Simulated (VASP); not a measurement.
# GeCN2 (R-3m) in VASP: notebook

Aim: see how the results for GeCN2 move with the level of theory and the settings. Levels: PBE, PBE+D3(BJ), PBEsol. Tasks: single point, relaxation of cell and atoms.

Program: VASP 6.6.1. These are calculated values, not measurements. Logs are shortened: lines on timing, memory, paths and dates and some standing lists are left out, and cuts for length are marked.

## Step 1: Starting point

Symmetry: R-3m, No. 166, trigonal system. The conventional cell has a = 3.588 Å, b = 3.588 Å, c = 14.766 Å, α = 90.00°, β = 90.00°, γ = 120.00°. Ge (site symmetry -3m) has 6 N at 2.40 Å as nearest neighbours. N (site symmetry 3m) has 1 C at 1.24 Å as nearest neighbours. C (site symmetry -3m) is surrounded by 2 N at 1.24 Å.

The cell comes from a database or a generator and needn't be the stable form of this composition.

## Step 2: Single point, PBE

Input file INCAR:

```
SYSTEM = GeCN2
  ALGO = Normal
  EDIFF = 1E-6
  ENCUT = 500
  GGA = PE
  ISIF = 2
  ISMEAR = 0
  LASPH = .True.
  LCHARG = .False.
  LREAL = .False.
  LWAVE = .False.
  NELM = 80
  PREC = Accurate
  SIGMA = 0.02
```

Input file KPOINTS:

```
k-points
0
Gamma
  5 5 5
  0 0 0
```

Input file POSCAR:

```
GeCN2
1.0
    1.7937903697      1.0356453528      4.9219572124
   -1.7937903697      1.0356453528      4.9219572124
    0.0000000000     -2.0712907056      4.9219572124
Ge N C
1 2 1
Direct
    0.0000000000      0.0000000000      0.0000000000
    0.5839044000      0.5839044000      0.5839044000
    0.4160956000      0.4160956000      0.4160956000
    0.5000000000      0.5000000000      0.5000000000
```

Potentials or basis: VASP PAW PBE potentials, release 64 (Ge_d_GW, N_GW, C_GW).

Run with:

```
$ cat potpaw_PBE.64/Ge_d_GW/POTCAR potpaw_PBE.64/N_GW/POTCAR potpaw_PBE.64/C_GW/POTCAR > POTCAR
$ mpirun -np 1 vasp_std > vasp.out
```

OUTCAR:

```text
SYSTEM = GeCN2
   EDIFF = 1E-6
   ENCUT = 500
   GGA = PE
   ISIF = 2
   ISMEAR = 0
   LASPH = .True.
   LREAL = .False.
   NELM = 80
   PREC = Accurate

 ion  position               nearest neighbor table
   1  0.000  0.000  0.000-   2 2.40   3 2.40   2 2.40   2 2.40   3 2.40   3 2.40
   2  0.584  0.584  0.584-   4 1.24   1 2.40   1 2.40   1 2.40
   3  0.416  0.416  0.416-   4 1.24   1 2.40   1 2.40   1 2.40
   4  0.500  0.500  0.500-   2 1.24   3 1.24

  LATTYP: Found a trigonal (rhomboedric) cell.
 ALAT       =     5.3400288377
 COS(alpha) =     0.7743235887

  Lattice vectors:

 A1 = (   1.7937903697,   1.0356453528,   4.9219572124)
 A2 = (  -1.7937903697,   1.0356453528,   4.9219572124)
 A3 = (   0.0000000000,  -2.0712907056,   4.9219572124)

Analysis of symmetry for initial positions (statically):
=====================================================================
 Subroutine PRICEL returns:
 Original cell was already a primitive cell.

 Routine SETGRP: Setting up the symmetry group for a
 trigonal (rhombohedral) supercell.

 Subroutine GETGRP returns: Found 12 space group operations
 (whereof 12 operations were pure point group operations)
 out of a pool of 12 trial point group operations.

The static configuration has the point symmetry D_3d.

Analysis of symmetry for dynamics (positions and initial velocities):
=====================================================================
 Subroutine PRICEL returns:
 Original cell was already a primitive cell.

 Routine SETGRP: Setting up the symmetry group for a
 trigonal (rhombohedral) supercell.

 Subroutine GETGRP returns: Found 12 space group operations
 (whereof 12 operations were pure point group operations)
 out of a pool of 12 trial point group operations.

The dynamic configuration has the point symmetry D_3d.

 Subroutine INISYM returns: Found 12 space group operations
 (whereof 12 operations are pure point group operations),
 and found     1 'primitive' translations

----------------------------------------------------------------------------------------

                                     Primitive cell

  volume of cell :      54.8620

  direct lattice vectors                    reciprocal lattice vectors
[... 82 lines left out ...]
   LASPH  =      T    aspherical Exc in radial PAW
   ENCUT  =  500.0 eV  36.75 Ry    6.06 a.u.   9.74  9.74  9.74*2*pi/ulx,y,z
   NELM   =     80;   NELMIN=  2; NELMDL= -5     # of ELM steps
   EDIFF  = 0.1E-05   stopping-criterion for ELM
   LREAL  =      F    real-space projection
   EDIFFG = 0.1E-04   stopping-criterion for IOM
   NSW    =      0    number of steps for IOM
   IBRION =     -1    ionic relax: 0-MD 1-quasi-New 2-CG
   NFREE  =      0    steps in history (QN), initial steepest desc. (CG)
   ISIF   =      2    stress and relaxation
   ISYM   =      2    0-nonsym 1-usesym 2-fastsym
   POTIM  = 0.5000    time-step for ionic-motion
   TEBEG  =    0.0;   TEEND  =   0.0 temperature during run
   PSTRESS=    0.0 pullay stress
   NELECT =      28.0000    total number of electrons
   NUPDOWN=      -1.0000    fix difference up-down
   EMIN   =  10.00;   EMAX   =-10.00  energy-range for DOS
   EFERMI =   0.00;   METHOD = LEGACY
   ISMEAR =     0;   SIGMA  =   0.02  broadening in eV -4-tet -1-fermi 0-gaus
   EFERMI_NEDOS =   21; number of points for ismear=-14 and -15
   IALGO  =     38    algorithm
   IMIX   =      4    mixing-type and parameters
     AMIX     =   0.40;   BMIX     =  1.00
     AMIX_MAG =   1.60;   BMIX_MAG =  1.00
  volume/ion in A,a.u.               =      13.72        92.56
  Fermi-wavevector in a.u.,A,eV,Ry     =   1.308289  2.472307 23.287992  1.711619
  Thomas-Fermi vector in A             =   2.438966
   LORBIT       =      0    0 simple, 1 ext, 2 COOP (PROOUT), +10 PAW based schemes
   GGA     = PE    functional components
   LHFCALC =     F    Hartree Fock is set to
   AEXX    =    0.0000 exact exchange contribution
   IVDW    =     0    specifies the selected vdW correction
   LEPSILON=     F    determine dielectric tensor
   LRPA    =     F    only Hartree local field effects (RPA)
 non-spin polarized calculation
 Gauss-broadening in eV      SIGMA  =   0.02
  energy-cutoff  :      500.00
  volume of cell :       54.86
 maximum number of plane-waves:      1421
   NGX = 19   NGY = 19   NGZ = 19

 number of electron      28.0000004 magnetization

 Free energy of the ion-electron system (eV)
  ---------------------------------------------------
  ext. energy  EPLUGINS =         0.00000000
  ---------------------------------------------------
  free energy    TOTEN  =       -29.21179835 eV

  energy without entropy =      -29.21179835  energy(sigma->0) =      -29.21179835

 E-fermi :   2.5847     XC(G=0):  -9.6808

 val. band max:        2.4174619562   @ k =  -0.4000   0.4000   0.4000
 cond. band min:       3.8593129638   @ k =   0.4000   0.4000   0.4000
 fundamental gap:      1.4418510077
 Fermi energy:         2.5847196342

 k-point     1 :       0.0000    0.0000    0.0000
  band No.  band energies     occupation
      1     -22.1173      2.00000
      2     -22.1146      2.00000
      3     -22.1146      2.00000
      4     -22.1038      2.00000
      5     -22.1038      2.00000
      6     -16.5838      2.00000
[... 376 lines left out ...]
      5     -22.1045      2.00000
      6     -16.3176      2.00000
[... 10 lines left out ...]
     17       6.5382      0.00000
     18       8.4583      0.00000

------------------------ aborting loop because EDIFF is reached ----------------------------------------

  FORCE on cell =-STRESS in cart. coord.  units (eV):
  Direction    XX          YY          ZZ          XY          YZ          ZX
  --------------------------------------------------------------------------------------
  -------------------------------------------------------------------------------------
  Total       -0.2592200     -0.2592200     -0.3372654     -0.0000000      0.0000000      0.0000000
  in kB       -7.5701994     -7.5701994     -9.8494182     -0.0000000      0.0000000      0.0000000
  external PRESSURE =      -8.3299390 kB  Pullay stress =       0.0000000 kB

 VOLUME and BASIS-vectors are now :
 -----------------------------------------------------------------------------
  energy-cutoff  :      500.00
  volume of cell :       54.86
      direct lattice vectors                 reciprocal lattice vectors
     1.793790370  1.035645353  4.921957212     0.278739371  0.160930251  0.067723737
    -1.793790370  1.035645353  4.921957212    -0.278739371  0.160930251  0.067723737
     0.000000000 -2.071290706  4.921957212     0.000000000 -0.321860502  0.067723737

 POSITION                                       TOTAL-FORCE (eV/Angst)
 -----------------------------------------------------------------------------------
      0.00000      0.00000      0.00000        -0.000000      0.000000      0.000000
      0.00000      0.00000      8.62186        -0.000000      0.000000     -0.037168
      0.00000      0.00000      6.14401        -0.000000     -0.000000      0.037168
      0.00000      0.00000      7.38294         0.000000      0.000000      0.000000
 -----------------------------------------------------------------------------------
    total drift:                               -0.000000      0.000000     -0.000000

  FREE ENERGIE OF THE ION-ELECTRON SYSTEM (eV)
  ---------------------------------------------------
  free  energy   TOTEN  =       -29.2117983465 eV

  energy  without entropy=      -29.2117983465  energy(sigma->0) =      -29.21179835
```

OSZICAR:

```text
N       E                     dE             d eps       ncg     rms          rms(c)
DAV:   1     0.274637605221E+03    0.27464E+03   -0.15134E+04   716   0.369E+03
DAV:   2     0.164298813553E+02   -0.25821E+03   -0.25109E+03   812   0.717E+02
DAV:   3    -0.280302068179E+02   -0.44460E+02   -0.42810E+02   906   0.227E+02
DAV:   4    -0.324664805630E+02   -0.44363E+01   -0.44285E+01  1232   0.734E+01
DAV:   5    -0.325640905756E+02   -0.97610E-01   -0.97560E-01   932   0.839E+00    0.102E+01
DAV:   6    -0.293440815332E+02    0.32200E+01   -0.11392E+01  1148   0.387E+01    0.355E+00
DAV:   7    -0.292308213312E+02    0.11326E+00   -0.90398E-01   976   0.916E+00    0.226E+00
DAV:   8    -0.292112220019E+02    0.19599E-01   -0.86932E-02   848   0.352E+00    0.108E+00
DAV:   9    -0.292108459252E+02    0.37608E-03   -0.21177E-02   950   0.128E+00    0.138E-01
DAV:  10    -0.292116453309E+02   -0.79941E-03   -0.16143E-03   854   0.560E-01    0.581E-02
DAV:  11    -0.292117804616E+02   -0.13513E-03   -0.25922E-04   900   0.159E-01    0.152E-02
DAV:  12    -0.292117967103E+02   -0.16249E-04   -0.38899E-05   872   0.911E-02    0.499E-03
DAV:  13    -0.292117982760E+02   -0.15656E-05   -0.65542E-06   894   0.254E-02    0.315E-03
DAV:  14    -0.292117983465E+02   -0.70471E-07   -0.56382E-07   494   0.105E-02
   1 F= -.29211798E+02 E0= -.29211798E+02  d E =-.229131E-33
```

It took 30 s on 1 thread of Intel Xeon Platinum 8488C (Sapphire Rapids), shared host; peak memory 0.24 GiB.

Results:

- Free energy: -29.2118 eV
- Pressure: -0.8 GPa
- Largest force: 0.037 eV/Å
- Band gap on the k mesh: 1.44 eV, indirect (least direct gap 2.21 eV)

Forces on the atoms (eV/Å):
```
Ge   0.000  0.000  0.000
N    0.000  0.000 -0.037
N    0.000  0.000  0.037
C    0.000  0.000  0.000
```

Levels at points of the mesh, in eV from the valence-band top:
```tsv
k point	band 12	band 13	band 14	band 15	band 16	band 17
(0.00, 0.00, 0.00)	-1.88	-1.64	-1.64	2.77	3.51	3.51
```

Caveat: the cutoff is under 1.25 times the usual one of these potentials, so pressure, stress and relaxed cells hold a basis-set (Pulay) error; the standard files for N, O and F lose accuracy on very short bonds; an odd mesh through Γ misses points on the zone boundary, where band edges often lie.

## Step 3: Relaxation of cell and atoms, PBE+D3(BJ)

Input file INCAR:

```
SYSTEM = GeCN2
  ALGO = Fast
  EDIFF = 1E-6
  EDIFFG = -0.005
  ENCUT = 600
  GGA = PE
  IBRION = 2
  ISIF = 3
  ISMEAR = 0
  IVDW = 12
  KPAR = 2
  LASPH = .True.
  LCHARG = .False.
  LREAL = .False.
  LWAVE = .False.
  NELM = 100
  NSW = 60
  PREC = Accurate
  SIGMA = 0.02
```

Input file KPOINTS:

```
k-points
0
Gamma
  8 8 8
  0 0 0
```

POSCAR is that of step 2.

Potentials or basis: VASP PAW PBE potentials, release 64 (Ge_d, N, C).

Run with:

```
$ cat potpaw_PBE.64/Ge_d/POTCAR potpaw_PBE.64/N/POTCAR potpaw_PBE.64/C/POTCAR > POTCAR
$ mpirun -np 2 vasp_std > vasp.out
```

OUTCAR:

```text
SYSTEM = GeCN2
   EDIFF = 1E-6
   EDIFFG = -0.005
   ENCUT = 600
   GGA = PE
   IBRION = 2
   ISIF = 3
   ISMEAR = 0
   IVDW = 12
   LASPH = .True.
   LREAL = .False.
   NELM = 100
   NSW = 60
   PREC = Accurate
 IVDW          = 12

 ion  position               nearest neighbor table
   1  0.000  0.000  0.000-
   2  0.584  0.584  0.584-   4 1.24
   3  0.416  0.416  0.416-   4 1.24
   4  0.500  0.500  0.500-   2 1.24   3 1.24

  LATTYP: Found a trigonal (rhomboedric) cell.
 ALAT       =     5.3400288377
 COS(alpha) =     0.7743235887

  Lattice vectors:

 A1 = (   1.7937903697,   1.0356453528,   4.9219572124)
 A2 = (  -1.7937903697,   1.0356453528,   4.9219572124)
 A3 = (   0.0000000000,  -2.0712907056,   4.9219572124)

Analysis of symmetry for initial positions (statically):
[... 391 lines left out ...]
--------------------------------------- Ionic step       16  -------------------------------------------

 number of electron      28.0000003 magnetization

 Free energy of the ion-electron system (eV)
  ---------------------------------------------------
  ext. energy  EPLUGINS =         0.00000000
  ---------------------------------------------------
  free energy    TOTEN  =       -29.16477392 eV

  energy without entropy =      -29.16477392  energy(sigma->0) =      -29.16477392

 E-fermi :   3.5027     XC(G=0):  -9.5820

 val. band max:        3.3273740492   @ k =   0.5000   0.5000   0.1250
 cond. band min:       4.4428456675   @ k =   0.5000   0.5000   0.5000
 fundamental gap:      1.1154716183
 Fermi energy:         3.5027450080

 k-point     1 :       0.0000    0.0000    0.0000
  band No.  band energies     occupation
      1     -21.4246      2.00000
      2     -21.4211      2.00000
      3     -21.4211      2.00000
      4     -21.4113      2.00000
      5     -21.4113      2.00000
      6     -15.8163      2.00000
[... 481 lines left out ...]
      5     -21.4121      2.00000
      6     -15.6232      2.00000
[... 10 lines left out ...]
     17       8.4213      0.00000
     18       9.1946      0.00000

 [... further k-points ...]

------------------------ aborting loop because EDIFF is reached ----------------------------------------

 Edisp (eV)   -0.70674

 E8    (eV) :    -0.2442
[... 27 lines left out ...]
  FREE ENERGIE OF THE ION-ELECTRON SYSTEM (eV)
  ---------------------------------------------------
  free  energy   TOTEN  =       -29.8715138510 eV

  energy  without entropy=      -29.8715138510  energy(sigma->0) =      -29.87151385

 reached required accuracy - stopping structural energy minimisation
```

OSZICAR:

```text
N       E                     dE             d eps       ncg     rms          rms(c)
DAV:   1     0.259191441749E+03    0.25919E+03   -0.15738E+04  2610   0.345E+03
DAV:   2     0.334571262478E+01   -0.25585E+03   -0.24662E+03  2658   0.687E+02
DAV:   3    -0.310191584104E+02   -0.34365E+02   -0.33580E+02  2802   0.175E+02
DAV:   4    -0.325302479302E+02   -0.15111E+01   -0.15049E+01  3214   0.378E+01
[... 119 lines left out ...]
       N       E                     dE             d eps       ncg     rms          rms(c)
DAV:   1    -0.291647812144E+02   -0.17570E-03   -0.16916E-03  2416   0.417E-01    0.207E-02
RMM:   2    -0.291647764203E+02    0.47940E-05   -0.35038E-05  2705   0.714E-02    0.110E-02
RMM:   3    -0.291647740986E+02    0.23218E-05   -0.90098E-06  2621   0.383E-02    0.257E-03
RMM:   4    -0.291647739212E+02    0.17732E-06   -0.17287E-06  1627   0.157E-02
  16 F= -.29871514E+02 E0= -.29871514E+02  d E =-.293389E-05
```

CONTCAR:

```text
GeCN2
   1.00000000000000
     1.8047083919230307    1.0419488758691922    4.9530856727266750
    -1.8047083919230307    1.0419488758691922    4.9530856727266750
     0.0000000000000000   -2.0838977517383843    4.9530856727266750
  Ge              N               C
     1     2     1
Direct
     0.0000000000000000    0.0000000000000000    0.0000000000000000
     0.5832784784565732    0.5832784784565732    0.5832784784565732
     0.4167215215434268    0.4167215215434268    0.4167215215434268
     0.5000000000000000    0.5000000000000000    0.5000000000000000

  0.00000000E+00  0.00000000E+00  0.00000000E+00
  0.00000000E+00  0.00000000E+00  0.00000000E+00
  0.00000000E+00  0.00000000E+00  0.00000000E+00
  0.00000000E+00  0.00000000E+00  0.00000000E+00
```

It took 15 min on 2 MPI ranks of Intel Xeon Platinum 8259CL at 2.50GHz (Skylake/Cascade Lake), shared host; peak memory 0.4 GiB.

Results:

* Free energy: -29.8715 eV
* Relaxed volume: 13.97 Å³/atom
* Relaxed cell: a = 5.374 Å, b = 5.374 Å, c = 5.374 Å, α = 39.25°, β = 39.25°, γ = 39.25°
* Space group after relaxing (to 0.05 Å): R-3m (No. 166)
* Energy gained by relaxing: 3.7 meV/atom
* Ionic steps: 16
* Pressure after relaxing: 0.0 GPa
* Band gap on the k mesh: 1.12 eV, indirect (least direct gap 2.06 eV)
* Dispersion energy per atom: -0.177 eV

Step by step:
```tsv
step	energy change (eV)	largest force (eV/Å)	pressure (GPa)	volume (Å³)
1	0.0000	0.4100	3.13	54.86
2	0.0043	0.8356	-1.42	57.02
3	-0.0143	0.1825	0.64	55.82
4	-0.0020	0.8346	-3.29	56.48
5	-0.0148	0.0009	-0.06	55.93
6	-0.0148	0.0039	-0.10	55.93
7	-0.0147	0.0912	0.32	55.87
8	-0.0148	0.0079	-0.13	55.93
9	-0.0148	0.0492	0.12	55.90
10	-0.0148	0.0119	-0.08	55.92
11	-0.0148	0.0321	0.11	55.86
12	-0.0148	0.0118	0.03	55.89
13	-0.0148	0.0114	0.03	55.89
14	-0.0149	0.0120	-0.04	55.89
15	-0.0149	0.0346	0.11	55.87
16	-0.0149	0.0006	-0.05	55.88
```

Final structure:
```yaml
crystal:
  lattice:
    - [1.80471, 1.04195, 4.95309]
    - [-1.80471, 1.04195, 4.95309]
    - [0.00000, -2.08390, 4.95309]
  atoms:
    - { symbol: Ge, position: [0.00000, 0.00000, 0.00000] }
    - { symbol: N, position: [0.58328, 0.58328, 0.58328] }
    - { symbol: N, position: [0.41672, 0.41672, 0.41672] }
    - { symbol: C, position: [0.50000, 0.50000, 0.50000] }
```

Levels at points of the mesh, in eV from the valence-band top:
| k point | band 10 | band 11 | band 12 | band 13 | band 14 | band 15 | band 16 | band 17 | band 18 |
| --- | --- | --- | --- | --- | --- | --- | --- | --- | --- |
| (0.00, 0.00, 0.00) | -5.11 | -5.11 | -2.19 | -1.78 | -1.78 | 2.54 | 3.28 | 3.28 | 5.09 |
| (0.50, 0.00, 0.00) | -5.42 | -5.27 | -3.73 | -3.30 | -3.05 | 2.84 | 5.11 | 5.14 | 5.66 |
| (0.50, 0.50, 0.00) | -6.32 | -5.71 | -5.69 | -1.65 | -0.01 | 2.10 | 2.12 | 3.94 | 6.51 |
| (0.50, 0.50, 0.50) | -5.11 | -5.11 | -1.88 | -1.88 | -1.20 | 1.12 | 4.73 | 4.74 | 5.10 |

Caveat: the standard files for N, O and F lose accuracy on very short bonds. Expect the measured gap to be larger: semilocal functionals such as PBE lack the derivative discontinuity.

(Part 1 of 2 ends here.)
